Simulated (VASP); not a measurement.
## K(110): what the settings do to the level below the vacuum

How far does the level below the vacuum of K(110) depend on the numerical settings, and how far on the functional?

Method: PBE; plane waves and PAW (K_pv), in the first sound run; inputs show where later runs differ, in VASP 6.6.1.

### Step 1. The starting structure

The cell holds 7 atoms: 7 K. Cell: a = 4.529 Å, b = 4.529 Å, c = 40.189 Å, α = 90.0°, β = 90.0°, γ = 70.5°. Vacuum lies along c.

### Step 2. The base run

The base run sets the number that all others are held against.

The input, INCAR:

```
SYSTEM = K
PREC = Normal
ENCUT = 350
EDIFF = 1E-06
NELM = 120
ISMEAR = 1
SIGMA = 0.1
LREAL = .FALSE.
ALGO = Normal
GGA = PE
NBANDS = 31
LORBIT = 11
LWAVE = .FALSE.
LCHARG = .FALSE.
KPAR = 4
IDIPOL = 3
LDIPOL = .TRUE.
DIPOL = 0.5 0.5 0.5
LVHAR = .TRUE.
LVACPOTAV = .TRUE.
NEDOS = 1500
```

The input, POSCAR:

```
K
1.0
    3.6981684656     -2.6150000000      0.0000000000
    3.6981684656      2.6150000000      0.0000000000
    0.0000000000      0.0000000000     40.1890107936
K
7
Direct
    0.0000000000      0.0000000000      0.2239418145
    0.5000000000      0.5000000000      0.3159612097
    0.0000000000      0.0000000000      0.4079806048
    0.5000000000      0.5000000000      0.5000000000
    0.0000000000      0.0000000000      0.5920193952
    0.5000000000      0.5000000000      0.6840387903
    0.0000000000      0.0000000000      0.7760581855
```

The input, KPOINTS:

```
Automatic mesh
0
Gamma
6 6 1
0 0 0
```

PAW data sets: K_pv (PBE family, release 64).

The run is started by

```console
$ mpirun -np 4 vasp_std
```

What it wrote:

```text
[banner, memory and clock lines left out]
running    4 mpi-ranks, on    1 nodes
 distrk:  each k-point on    1 cores,    4 groups
 distr:  one band on    1 cores,    1 groups

 POSCAR found type information on POSCAR K
 POSCAR found :  1 types and       7 ions
 LDA part: xc-table for (Slater+PW92), standard interpolation
 POSCAR, INCAR and KPOINTS ok, starting setup
 FFT: planning ... GRIDC
 FFT: planning ... GRID_SOFT
 FFT: planning ... GRID
 WAVECAR not read
 entering main loop
       N       E                     dE             d eps       ncg     rms          rms(c)
DAV:   1     0.106663477937E+03    0.10666E+03   -0.17020E+04  1118   0.830E+02
DAV:   2    -0.361345393611E+01   -0.11028E+03   -0.10523E+03   911   0.172E+02
DAV:   3    -0.695779610067E+01   -0.33443E+01   -0.31926E+01  1015   0.254E+01
DAV:   4    -0.705373945895E+01   -0.95943E-01   -0.95598E-01  1001   0.393E+00
DAV:   5    -0.705902131340E+01   -0.52819E-02   -0.52815E-02  1079   0.689E-01    0.389E+00
DAV:   6    -0.735098748392E+01   -0.29197E+00   -0.50104E+00   998   0.693E+00    0.302E+00
DAV:   7    -0.716499996248E+01    0.18599E+00   -0.71367E+00  1034   0.228E+00    0.248E+00
DAV:   8    -0.690255330565E+01    0.26245E+00   -0.98373E-01  1021   0.189E+00    0.525E-01
DAV:   9    -0.689663420787E+01    0.59191E-02   -0.38090E-02  1036   0.562E-01    0.284E-01
DAV:  10    -0.689482745874E+01    0.18067E-02   -0.95882E-03   962   0.421E-01    0.731E-02
DAV:  11    -0.689508995000E+01   -0.26249E-03   -0.16465E-03   973   0.127E-01    0.460E-02
DAV:  12    -0.689531313432E+01   -0.22318E-03   -0.81269E-04   940   0.923E-02    0.351E-02
DAV:  13    -0.689534297595E+01   -0.29842E-04   -0.66708E-04   959   0.752E-02    0.180E-02
DAV:  14    -0.689538814307E+01   -0.45167E-04   -0.14091E-04   919   0.371E-02    0.140E-02
DAV:  15    -0.689544790433E+01   -0.59761E-04   -0.13877E-04   904   0.303E-02    0.110E-02
DAV:  16    -0.689546303618E+01   -0.15132E-04   -0.25665E-05   826   0.159E-02    0.538E-03
DAV:  17    -0.689548493375E+01   -0.21898E-04   -0.13249E-05   730   0.135E-02    0.345E-03
DAV:  18    -0.689549472322E+01   -0.97895E-05   -0.22358E-06   697   0.496E-03    0.146E-03
DAV:  19    -0.689550328189E+01   -0.85587E-05   -0.35274E-06   654   0.467E-03    0.967E-04
DAV:  20    -0.689550913016E+01   -0.58483E-05   -0.86168E-07   550   0.177E-03    0.620E-04
DAV:  21    -0.689551330258E+01   -0.41724E-05   -0.58348E-07   529   0.162E-03    0.352E-04
DAV:  22    -0.689551700713E+01   -0.37045E-05   -0.12865E-07   487   0.881E-04    0.306E-04
DAV:  23    -0.689551850050E+01   -0.14934E-05   -0.78352E-08   480   0.602E-04    0.124E-04
DAV:  24    -0.689551885602E+01   -0.35552E-06   -0.24076E-08   487   0.385E-04
|                                                                             |
|           W    W    AA    RRRRR   N    N  II  N    N   GGGG   !!!           |
|           W    W   A  A   R    R  NN   N  II  NN   N  G    G  !!!           |
|           W    W  A    A  R    R  N N  N  II  N N  N  G       !!!           |
|           W WW W  AAAAAA  RRRRR   N  N N  II  N  N N  G  GGG   !            |
|           WW  WW  A    A  R   R   N   NN  II  N   NN  G    G                |
|           W    W  A    A  R    R  N    N  II  N    N   GGGG   !!!           |
|                                                                             |
|     Did not find any points to average over, which means that no vacuum     |
|     field-free region was found. Please increase the size of  your cell     |
|     in the dimension of the dipole correction to obtain accurate            |
|     workfunction values.                                                    |
|                                                                             |

   1 F= -.68955189E+01 E0= -.68951233E+01  d E =-.118672E-02
```

It took 91 s on 4 MPI ranks of AMD EPYC 7R43, shared host; peak memory 1.5 GiB.

The logs omit lines about the potential files and the build; timing stands in the text.

Parts of OUTCAR (step 2):

```text
ion  position               nearest neighbor table
   1  0.000  0.000  0.224-   2 4.53   2 4.53   2 5.23   2 5.23
   2  0.500  0.500  0.316-   3 4.53   3 4.53   1 4.53   1 4.53   3 5.23   3 5.23   1 5.23   1 5.23

  LATTYP: Found a base centered orthorhombic cell.
 ALAT       =     5.2300000000
 B/A-ratio  =     1.4142135624
 C/A-ratio  =     7.6843232875

 Subroutine GETGRP returns: Found  8 space group operations
 (whereof  8 operations were pure point group operations)

The static configuration has the point symmetry D_2h.

 Found     13 irreducible k-points:

   k-points           NKPTS =     13   k-points in BZ     NKDIM =     13   number of bands    NBANDS=     31

   dimension x,y,z NGX =    24 NGY =   24 NGZ =  192
   dimension x,y,z NGXF=    48 NGYF=   48 NGZF=  384

   ENCUT  =  350.0 eV  25.72 Ry    5.07 a.u.   6.91  6.91 61.31*2*pi/ulx,y,z

   NELECT =      49.0000    total number of electrons

 k-points in reciprocal lattice and weights: Automatic mesh
   0.00000000  0.00000000  0.00000000       0.028
   0.16666667  0.00000000  0.00000000       0.111
   0.33333333  0.00000000  0.00000000       0.111
   0.50000000  0.00000000  0.00000000       0.056
   0.16666667  0.16666667  0.00000000       0.056
   0.33333333  0.16666667  0.00000000       0.111
   0.50000000  0.16666667  0.00000000       0.111
  -0.33333333  0.16666667  0.00000000       0.111
  -0.16666667  0.16666667  0.00000000       0.056
   0.33333333  0.33333333  0.00000000       0.056
   0.50000000  0.33333333  0.00000000       0.111
  -0.33333333  0.33333333  0.00000000       0.056
   0.50000000  0.50000000  0.00000000       0.028

 dipolmoment           0.000000      0.000000     -0.000000 electrons x Angstroem

 average (electrostatic) potential at core
       1 -17.9506       2 -17.7414       3 -17.7286       4 -17.7172       5 -17.7286
       6 -17.7414       7 -17.9506

 E-fermi :  -1.5352

 k-point     1 :       0.0000    0.0000    0.0000
  band No.  band energies     occupation
    ...
     24      -3.3240      2.00000
     25      -2.9767      2.00000
     26      -2.5472      2.00000
     27      -2.0661      2.00000
     28      -1.5457      1.17705
     29      -0.8889     -0.00000
     30      -0.5157     -0.00000
     31      -0.0232     -0.00000

 k-point     2 :       0.1667    0.0000    0.0000
  band No.  band energies     occupation
    ...
     23      -3.3042      2.00000
     24      -3.0683      2.00000
     25      -2.7262      2.00000
     26      -2.3020      2.00000
     27      -1.8265      2.00030
     28      -1.3119     -0.00702
     29      -0.7412     -0.00000
     30      -0.3192     -0.00000
     31       0.1464     -0.00000

 k-point     3 :       0.3333    0.0000    0.0000
  band No.  band energies     occupation
    ...
     22      -2.6858      2.00000
     23      -2.5604      2.00000
     24      -2.3395      2.00000
     25      -2.0161      2.00000
     26      -1.6118      1.96204
     27      -1.1585     -0.00000
     28      -0.6763     -0.00000
     29      -0.3044     -0.00000
     30      -0.2286     -0.00000
     31      -0.1307     -0.00000

  Total        0.3784344      0.0472020      0.3181257      0.0000000      0.0000000      0.0000000
  in kB        0.7800196      0.0972916      0.6557127      0.0000000      0.0000000      0.0000000
  external PRESSURE =       0.5110080 kB  Pullay stress =       0.0000000 kB

  energy-cutoff  :      350.00
  volume of cell :      777.31
      direct lattice vectors                 reciprocal lattice vectors
     3.698168466 -2.615000000  0.000000000     0.135202061 -0.191204589  0.000000000
     3.698168466  2.615000000  0.000000000     0.135202061  0.191204589  0.000000000
     0.000000000  0.000000000 40.189010794     0.000000000  0.000000000  0.024882424

 POSITION                                       TOTAL-FORCE (eV/Angst)
 -----------------------------------------------------------------------------------
      0.00000      0.00000      9.00000        -0.000000     -0.000000     -0.018994
      3.69817      0.00000     12.69817         0.000000     -0.000000      0.010833
      0.00000      0.00000     16.39634        -0.000000     -0.000000     -0.007682
      3.69817      0.00000     20.09451        -0.000000      0.000000      0.000000
      0.00000      0.00000     23.79267         0.000000     -0.000000      0.007682
      3.69817      0.00000     27.49084         0.000000     -0.000000     -0.010833
      0.00000      0.00000     31.18901        -0.000000     -0.000000      0.018994
 -----------------------------------------------------------------------------------
    total drift:                                0.000000      0.000000      0.000000

  FREE ENERGIE OF THE ION-ELECTRON SYSTEM (eV)
  ---------------------------------------------------
  free  energy   TOTEN  =        -6.8955188560 eV

  energy  without entropy=       -6.8943321371  energy(sigma->0) =       -6.89512328

 vacuum level on the upper side and lower side of the slab         0.838         0.838

 total charge
# of ion       s       p       d       tot
------------------------------------------
    1        0.159   5.992   0.009   6.159
    2        0.151   6.010   0.013   6.174
    3        0.150   6.012   0.012   6.175
    4        0.154   6.011   0.011   6.176
    5        0.150   6.012   0.012   6.175
    6        0.151   6.010   0.013   6.174
    7        0.159   5.992   0.009   6.159
--------------------------------------------------
tot          1.073  42.040   0.078  43.192

[... 3 further parts left out ...]
```

This run has no spin polarisation. Its electron count is odd, so without a moment it is a metal by construction.

Numbers from this step:

| Item | Value |
| --- | --- |
| electronic cycles | 24 |
| electrons | 49 |
| free energy (TOTEN) | -6.896 eV |
| energy at zero smearing | -6.895 eV |
| Fermi energy | -1.535 eV |
| labelled metallic, from the levels on this mesh | yes |
| dipole moment | 0, 0, 0 e·Å |
| vacuum levels | 0.838, 0.838 eV |
| work functions of the upper and lower face | 2.373, 2.373 eV |
| highest filled level below the vacuum | 2.373 eV |

Zero at the Fermi level. Planar average of the electrostatic potential against height:

```csv
height (Å),planar average of the electrostatic potential (eV)
0,2.37
1,2.37
2,2.37
3,2.37
4,2.37
5,2.35
6,2.26
7,1.85
8,0.591
9,0.846
10,0.916
11,1.71
12,0.784
13,0.918
14,1.38
15,1.50
16,0.900
17,0.841
18,1.69
19,1.03
20,0.967
21,0.876
22,1.78
23,0.825
24,0.932
25,1.21
26,1.64
27,0.889
28,0.824
29,1.55
30,1.15
31,0.864
32,0.543
33,1.68
34,2.22
35,2.34
36,2.37
37,2.37
38,2.37
39,2.37
40,2.37
```

Density of states in the PAW spheres, an atom over height of the layer and energy from the Fermi level.

Ten even steps from '0' (0.000 states/eV) to '9' (0.258 states/eV), each cell a mean:
```
9899989
8998998
6565656
4445444
4554554
2222222
0111110
0000000
0000000
0000000
0000000
0000000
0000000
0000000
0000000
0000000
0000000
0000000
0000000
0000000
0000000
0000000
```
Columns: height of the layer (Å) from 9 to 31.2; rows upwards: energy from the Fermi level (eV) from -7.9 to 0.5.

The highest filled level lies 2.37 eV below the vacuum at the upper face.

Only the dipole across the slab is computed (IDIPOL = 3); zeros along the plane are no results.

The map of layer states is cut here 0.5 eV above the Fermi level, so it leaves out the states above that.

### Step 3. Another mesh, mesh points along a 3, k-mesh 3×3×1

The mesh decides how well the Fermi level or the band edge is found.

Edit INCAR of step 2 so:

```diff
@@ -14,3 +14,3 @@
 LCHARG = .FALSE.
-KPAR = 4
+NCORE = 4
 IDIPOL = 3
@@ -20,2 +20 @@
 LVACPOTAV = .TRUE.
-NEDOS = 1500
```

POSCAR is that of step 2.

The input, KPOINTS:

```
Automatic mesh
0
Gamma
3 3 1
0 0 0
```

The run is started by

```console
$ mpirun -np 4 vasp_std
```

What it wrote:

```text
[banner, memory and clock lines left out]
running    4 mpi-ranks, on    1 nodes
 distrk:  each k-point on    4 cores,    1 groups
 distr:  one band on    4 cores,    1 groups

 POSCAR found type information on POSCAR K
 POSCAR found :  1 types and       7 ions
 LDA part: xc-table for (Slater+PW92), standard interpolation
 POSCAR, INCAR and KPOINTS ok, starting setup
 FFT: planning ... GRIDC
 FFT: planning ... GRID_SOFT
 FFT: planning ... GRID
 WAVECAR not read
 entering main loop
       N       E                     dE             d eps       ncg     rms          rms(c)
DAV:   1     0.102664878482E+03    0.10266E+03   -0.17030E+04   344   0.828E+02
DAV:   2    -0.461032495612E+01   -0.10728E+03   -0.10278E+03   283   0.168E+02
DAV:   3    -0.729171304583E+01   -0.26814E+01   -0.26315E+01   305   0.245E+01
DAV:   4    -0.737632715087E+01   -0.84614E-01   -0.84542E-01   321   0.397E+00
DAV:   5    -0.737924923292E+01   -0.29221E-02   -0.29217E-02   329   0.608E-01    0.375E+00
DAV:   6    -0.733793105678E+01    0.41318E-01   -0.21934E+00   306   0.457E+00    0.219E+00
DAV:   7    -0.742699062106E+01   -0.89060E-01   -0.33453E+00   313   0.238E+00    0.203E+00
DAV:   8    -0.719923653262E+01    0.22775E+00   -0.15133E+00   329   0.156E+00    0.298E-01
DAV:   9    -0.719400417449E+01    0.52324E-02   -0.39483E-02   277   0.503E-01    0.131E-01
DAV:  10    -0.719296909298E+01    0.10351E-02   -0.96403E-03   305   0.218E-01    0.987E-02
DAV:  11    -0.719294570588E+01    0.23387E-04   -0.34240E-03   291   0.152E-01    0.510E-02
DAV:  12    -0.719296706696E+01   -0.21361E-04   -0.25224E-03   297   0.916E-02    0.281E-02
DAV:  13    -0.719324846625E+01   -0.28140E-03   -0.46320E-04   300   0.557E-02    0.161E-02
DAV:  14    -0.719339823253E+01   -0.14977E-03   -0.31265E-04   269   0.302E-02    0.104E-02
DAV:  15    -0.719346192276E+01   -0.63690E-04   -0.63654E-05   253   0.204E-02    0.447E-03
DAV:  16    -0.719348724857E+01   -0.25326E-04   -0.14940E-05   200   0.819E-03    0.293E-03
DAV:  17    -0.719350707624E+01   -0.19828E-04   -0.62305E-06   226   0.529E-03    0.155E-03
DAV:  18    -0.719351723216E+01   -0.10156E-04   -0.49810E-06   184   0.376E-03    0.102E-03
DAV:  19    -0.719352592666E+01   -0.86945E-05   -0.25469E-06   198   0.287E-03    0.576E-04
DAV:  20    -0.719353298528E+01   -0.70586E-05   -0.22691E-07   145   0.101E-03    0.355E-04
DAV:  21    -0.719353912686E+01   -0.61416E-05   -0.24575E-07   145   0.862E-04    0.196E-04
DAV:  22    -0.719354250078E+01   -0.33739E-05   -0.16220E-07   145   0.709E-04    0.129E-04
DAV:  23    -0.719354276038E+01   -0.25961E-06   -0.11610E-08   166   0.288E-04
 [... a notice as in an earlier step ...]

   1 F= -.71935428E+01 E0= -.71891865E+01  d E =-.130689E-01
```

Wall time 26 s (4 MPI ranks); peak memory 0.58 GiB; 99 s of CPU time.

Parts of OUTCAR (step 3):

```text
The static configuration has the point symmetry D_2h.

 Found      4 irreducible k-points:

   k-points           NKPTS =      4   k-points in BZ     NKDIM =      4   number of bands    NBANDS=     31

   NELECT =      49.0000    total number of electrons

 dipolmoment           0.000000      0.000000      0.000000 electrons x Angstroem

 E-fermi :  -1.5973

 k-point     1 :       0.0000    0.0000    0.0000
  band No.  band energies     occupation
    ...
     23      -3.5131      2.00000
     24      -3.2575      2.00000
     25      -2.9181      2.00000
     26      -2.5218      2.00000
     27      -2.0314      2.00000
     28      -1.5142      0.00501
     29      -0.8617     -0.00000
     30      -0.4927     -0.00000
     31      -0.0045     -0.00000

 k-point     2 :       0.3333    0.0000    0.0000
  band No.  band energies     occupation
    ...
     22      -2.6638      2.00000
     23      -2.5100      2.00000
     24      -2.2722      2.00000
     25      -1.9569      2.00000
     26      -1.5877      0.83909
     27      -1.1273     -0.00000
     28      -0.6397     -0.00000
     29      -0.2728     -0.00000
     30      -0.2063     -0.00000
     31      -0.0829     -0.00000

  Total        1.2815233     -0.7168346     -0.2177806      0.0000000      0.0000000      0.0000000
  in kB        2.6414439     -1.4775217     -0.4488840      0.0000000      0.0000000      0.0000000
  external PRESSURE =       0.2383461 kB  Pullay stress =       0.0000000 kB

 POSITION                                       TOTAL-FORCE (eV/Angst)
 -----------------------------------------------------------------------------------
      0.00000      0.00000      9.00000         0.000000     -0.000000      0.039346
      3.69817      0.00000     12.69817        -0.000000     -0.000000     -0.051103
      0.00000      0.00000     16.39634        -0.000000     -0.000000      0.013772
      3.69817      0.00000     20.09451         0.000000      0.000000     -0.000000
      0.00000      0.00000     23.79267         0.000000     -0.000000     -0.013772
      3.69817      0.00000     27.49084        -0.000000     -0.000000      0.051103
      0.00000      0.00000     31.18901         0.000000     -0.000000     -0.039346
 -----------------------------------------------------------------------------------
    total drift:                                0.000000      0.000000      0.000000

  FREE ENERGIE OF THE ION-ELECTRON SYSTEM (eV)
  ---------------------------------------------------
  free  energy   TOTEN  =        -7.1935427604 eV

  energy  without entropy=       -7.1804738735  energy(sigma->0) =       -7.18918646

 vacuum level on the upper side and lower side of the slab         0.752         0.752

 total charge
# of ion       s       p       d       tot
------------------------------------------
    1        0.162   5.992   0.008   6.162
    2        0.149   6.007   0.012   6.169
    3        0.158   6.008   0.010   6.176
    4        0.152   6.009   0.011   6.172
    5        0.158   6.008   0.010   6.176
    6        0.149   6.007   0.012   6.169
    7        0.162   5.992   0.008   6.162
--------------------------------------------------
tot          1.091  42.023   0.072  43.186

[... 6 parts as in an earlier step ...]

[... 4 further parts left out ...]
```

This step gave:

```yaml
electronic_cycles: 23
free_energy_toten: -7.194 eV
energy_at_zero_smearing: -7.189 eV
fermi_energy: -1.597 eV
vacuum_levels: 0.752, 0.752 eV
work_functions_of_the_upper_and_lower_face: 2.349, 2.349 eV
highest_filled_level_below_the_vacuum: 2.349 eV
```

Force by atom:

```csv
atom,x (eV/Å),y (eV/Å),z (eV/Å),size
K1,0.0000,0.0000,0.0393,0.0393
K2,0.0000,0.0000,-0.0511,0.0511
K3,0.0000,0.0000,0.0138,0.0138
K4,0.0000,0.0000,0.0000,0.0000
K5,0.0000,0.0000,-0.0138,0.0138
K6,0.0000,0.0000,0.0511,0.0511
K7,0.0000,0.0000,-0.0393,0.0393
```

Against the base run its depth below the vacuum changes by -0.02 eV and the energy by -42.0 meV an atom.

### Step 4. Another mesh, mesh points along a 3, k-mesh 3×3×1 (run 2)

INCAR is that of step 3.

POSCAR is that of step 3.

KPOINTS is that of step 3.

The run is started by

```console
$ mpirun -np 4 vasp_std
```

What it wrote:

```text
[... set-up lines as in an earlier step ...]
 entering main loop
       N       E                     dE             d eps       ncg     rms          rms(c)
[... 23 cycles as in an earlier step ...]
 [... a notice as in an earlier step ...]

   1 F= -.71935428E+01 E0= -.71891865E+01  d E =-.130689E-01
```

Run time: 28 s. Hardware: 4 MPI ranks; peak memory 0.6 GiB; 1.8 min of CPU time.

Parts of OUTCAR (step 4):

```text
[... 6 parts as in an earlier step ...]

[... 1 further part left out ...]
[key lines of the parts left out:]
E-fermi :  -1.5973
```

Against the base run its depth below the vacuum changes by -0.02 eV and the energy by -42.0 meV an atom.

[end of part 1 of 4]

[Lines on the potential files, build, host, timing and source positions are cut from VASP's logs without a mark.]

[Logs are printed without paths, hosts, clocks, repeated set-up lines and the standing remarks that a program may print on its own settings, such as how far it seeks lower states.]

[Hosts, paths, dates, database ids (printed as entryN), source tags and the programs' standing remarks are cut or masked in the printed files.]

[In band tables of VASP the shares of atoms and orbitals are scaled to a sum of 1 inside the atoms' spheres.]

[Runs that stopped without an error message from VASP are left out.]
